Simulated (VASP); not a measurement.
Output of a VASP run:

OUTCAR:
```
 ion  position               nearest neighbor table
   1  0.000  0.000  0.000-
   2  0.500  0.500  0.500-
  LATTYP: Found a face centered cubic cell.
 ALAT       =     3.8565916418
 Subroutine PRICEL returns:
 Original cell was already a primitive cell.
 Subroutine GETGRP returns: Found 48 space group operations
The static configuration has the point symmetry O_h .
The dynamic configuration has the point symmetry O_h .
 Subroutine INISYM returns: Found 48 space group operations
 Subroutine IBZKPT returns following result:
 Found     47 irreducible k-points:

 Following reciprocal coordinates:
            Coordinates               Weight
  0.000000  0.000000  0.000000      1.000000
  0.100000  0.000000  0.000000      8.000000
  0.200000  0.000000  0.000000      8.000000
  0.300000  0.000000  0.000000      8.000000
  0.400000  0.000000  0.000000      8.000000
  0.500000  0.000000  0.000000      4.000000
  0.100000  0.100000  0.000000      6.000000
  0.200000  0.100000  0.000000     24.000000
  0.300000  0.100000  0.000000     24.000000
  0.400000  0.100000  0.000000     24.000000
  0.500000  0.100000  0.000000     24.000000
 -0.400000  0.100000  0.000000     24.000000
 -0.300000  0.100000  0.000000     24.000000
 -0.200000  0.100000  0.000000     24.000000
 -0.100000  0.100000  0.000000     12.000000
  0.200000  0.200000  0.000000      6.000000
  0.300000  0.200000  0.000000     24.000000
  0.400000  0.200000  0.000000     24.000000
  0.500000  0.200000  0.000000     24.000000
 -0.400000  0.200000  0.000000     24.000000
 -0.300000  0.200000  0.000000     24.000000
 -0.200000  0.200000  0.000000     12.000000
  0.300000  0.300000  0.000000      6.000000
  0.400000  0.300000  0.000000     24.000000
  0.500000  0.300000  0.000000     24.000000
 -0.400000  0.300000  0.000000     24.000000
 -0.300000  0.300000  0.000000     12.000000
  0.400000  0.400000  0.000000      6.000000
  0.500000  0.400000  0.000000     24.000000
 -0.400000  0.400000  0.000000     12.000000
  0.500000  0.500000  0.000000      3.000000
  0.300000  0.200000  0.100000     24.000000
  0.400000  0.200000  0.100000     48.000000
  0.500000  0.200000  0.100000     48.000000
 -0.400000  0.200000  0.100000     24.000000
  0.400000  0.300000  0.100000     24.000000
  0.500000  0.300000  0.100000     48.000000
 -0.400000  0.300000  0.100000     48.000000
 -0.300000  0.300000  0.100000     48.000000
 -0.200000  0.300000  0.100000     24.000000
   k-points           NKPTS =     47   k-points in BZ     NKDIM =     47   number of bands    NBANDS=      6
   number of dos      NEDOS =    301   number of ions     NIONS =      2
   total plane-waves  NPLWV =  13824
   dimension x,y,z NGX =    24 NGY =   24 NGZ =   24
   dimension x,y,z NGXF=    48 NGYF=   48 NGZF=   48
   ions per type =               1   1
   PREC   = accura    normal or accurate (medium, high low for compatibility)
   ISTART =      0    job   : 0-new  1-cont  2-samecut
   ICHARG =      2    charge: 1-file 2-atom 10-const
   ISPIN  =      1    spin polarized calculation?
   LNONCOLLINEAR =      F non collinear calculations
   LSORBIT =      F    spin-orbit coupling
   INIWAV =      1    electr: 0-lowe 1-rand  2-diag
   ENCUT  =  600.0 eV  44.10 Ry    6.64 a.u.   5.45  5.45  5.45*2*pi/ulx,y,z
   NELM   =    100;   NELMIN=  2; NELMDL= -5     # of ELM steps
   EDIFF  = 0.1E-06   stopping-criterion for ELM
   LREAL  =      F    real-space projection
   NLSPLINE    = F    spline interpolate recip. space projectors
   LMAXMIX     =    2 max onsite mixed and CHGCAR
   VOSKOWN=      0    Vosko Wilk Nusair interpolation
   EDIFFG = 0.1E-05   stopping-criterion for IOM
   NSW    =      0    number of steps for IOM
   NBLOCK =      1;   KBLOCK =      1    inner block; outer block
   IBRION =     -1    ionic relax: 0-MD 1-quasi-New 2-CG
...
```

File OSZICAR:
```
       N       E                     dE             d eps       ncg     rms          rms(c)
DAV:   1    -0.838792986376E+00   -0.83879E+00   -0.16764E+03   570   0.658E+02
DAV:   2    -0.623236818731E+01   -0.53936E+01   -0.53717E+01   774   0.723E+01
DAV:   3    -0.633518252855E+01   -0.10281E+00   -0.10281E+00   684   0.971E+00
DAV:   4    -0.633606297640E+01   -0.88045E-03   -0.88045E-03   738   0.855E-01
DAV:   5    -0.633607300063E+01   -0.10024E-04   -0.10024E-04   672   0.636E-02    0.277E+00
DAV:   6    -0.616190749663E+01    0.17417E+00   -0.14437E-01   678   0.176E+00    0.139E+00
DAV:   7    -0.610201528590E+01    0.59892E-01   -0.18880E-01   732   0.223E+00    0.208E-01
DAV:   8    -0.610335280864E+01   -0.13375E-02   -0.53374E-03   630   0.694E-01    0.385E-02
DAV:   9    -0.610332419698E+01    0.28612E-04   -0.24040E-04   846   0.984E-02    0.105E-02
DAV:  10    -0.610332330301E+01    0.89396E-06   -0.60616E-06   606   0.253E-02    0.184E-03
DAV:  11    -0.610332285748E+01    0.44554E-06   -0.35066E-07   828   0.723E-03    0.834E-04
DAV:  12    -0.610332227618E+01    0.58129E-06   -0.17498E-08   324   0.145E-03    0.126E-03
DAV:  13    -0.610332258302E+01   -0.30684E-06   -0.21641E-08   564   0.183E-03    0.891E-05
DAV:  14    -0.610332259990E+01   -0.16876E-07   -0.51153E-10   300   0.308E-04
   1 F= -.61033226E+01 E0= -.61033226E+01  d E =-.564735E-12
```

**OUTCAR**
```
------------------------ aborting loop because EDIFF is reached ----------------------------------------
  FORCE on cell =-STRESS in cart. coord.  units (eV):
  Direction    XX          YY          ZZ          XY          YZ          ZX
  --------------------------------------------------------------------------------------
  Total        0.3550696      0.3550696      0.3550696      0.0000000     -0.0000000      0.0000000
  in kB       39.6709929     39.6709929     39.6709929      0.0000000     -0.0000000      0.0000000
  external PRESSURE =      39.6709929 kB  Pullay stress =       0.0000000 kB
  volume of cell :       14.34
      direct lattice vectors                 reciprocal lattice vectors
     0.000000000  1.928295821  1.928295821    -0.259296315  0.259296315  0.259296315
     1.928295821  0.000000000  1.928295821     0.259296315 -0.259296315  0.259296315
     1.928295821  1.928295821  0.000000000     0.259296315  0.259296315 -0.259296315
  FREE ENERGIE OF THE ION-ELECTRON SYSTEM (eV)
  ---------------------------------------------------
  free  energy   TOTEN  =        -6.1033225999 eV

  energy  without entropy=       -6.1033225999  energy(sigma->0) =       -6.10332260
```
(Selected blocks of OUTCAR.)

### POSCAR
```
LiH
1
    0.0000000000     1.9282958209     1.9282958209
    1.9282958209     0.0000000000     1.9282958209
    1.9282958209     1.9282958209     0.0000000000
Li H
1 1
Direct
  0.0000000000   0.0000000000   0.0000000000
  0.5000000000   0.5000000000   0.5000000000
```

Write an INCAR and KPOINTS that could have produced this output.

Several could match; the one computed here: the input of the run itself, PBEsol GGA, plane waves, VASP's PBE PAW potentials (set 64).

### INCAR
```
# general
SYSTEM = LiH
PREC   = Accurate
ENCUT  = 600   # plane-wave cut-off (eV)
LREAL  = .FALSE.   # projection in real space or not
LASPH  = .TRUE.   # aspherical one-centre terms

# electronic loop
EDIFF  = 1E-7   # SCF stop (eV)
NELM   = 100
ALGO   = Normal

# smearing
ISMEAR = 0   # Gaussian
SIGMA  = 0.05

# functional
GGA    = PS

# ions
ISIF   = 2   # forces and stress, cell fixed

# output
LWAVE  = .FALSE.
LCHARG = .FALSE.
```

KPOINTS:
```
Automatic mesh
0
Gamma
10 10 10
0 0 0
```

POTCAR, in this order: Li_sv H (PBE.64 set). Program: vasp_std.

The compound is LiH in the rock salt structure. This cell was strained or had an atom moved on purpose.
